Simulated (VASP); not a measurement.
Data:

```yaml
crystal:
  lattice:
    - [2.22063, -3.84624, 0.00000]
    - [2.22063, 3.84624, 0.00000]
    - [0.00000, 0.00000, 7.23023]
  atoms:
    - { symbol: Cd, position: [0.66667, 0.33333, 0.50011] }
    - { symbol: Cd, position: [0.33333, 0.66667, 0.00011] }
    - { symbol: Se, position: [0.66667, 0.33333, 0.87589] }
    - { symbol: Se, position: [0.33333, 0.66667, 0.37589] }
```

These are revPBE GGA, VASP's PBE PAW potentials (set 64) (plane waves; VASP 6.6.1) values and carry that method's errors. Run with 520 eV cut-off, Gaussian smearing of 0.050 eV, potentials Cd Se.

Question: Estimate the band gap (along the path) with the smallest direct gap where there is one.

Answer: 
```
Item                                    Value
------------------------------------  -------
band gap (along the path)             0.59 eV
smallest direct gap (along the path)  0.59 eV
```

The compound is CdSe in the wurtzite structure. It was relaxed first, which changed the volume by +10 %.
